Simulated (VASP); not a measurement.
```
CELL_PARAMETERS angstrom
      1.70500    -2.95315     0.00000
      1.70500     2.95315     0.00000
      0.00000     0.00000     5.70000
ATOMIC_POSITIONS crystal
  Ti 0.00000 0.00000 0.00000
  S  0.33333 0.66667 0.25000
  S  0.66667 0.33333 0.75000
```

These are PBEsol GGA, VASP's PBE PAW potentials (set 64) (plane waves; VASP 6.6.1) values and carry that method's errors. Settings: 300 eV cut-off, 8×8×4 Γ-centred mesh, Gaussian smearing of 0.20 eV, potentials Ti_sv S.

At this cut-off the stress carries a Pulay error, which pulls relaxed volumes low.

Question: Predict the energy per atom (σ→0), pressure, band gap (on the k-mesh) with the smallest direct gap where there is one.

Answer: 
```yaml
band gap (on the k-mesh): none (metal, semimetal or under 0.01 eV)
energy per atom (σ→0): -7.032 eV/atom
pressure: -3.75 GPa
```

The structure is a typed TiS2 crystal (P-3m1). The cell was not relaxed at this level.
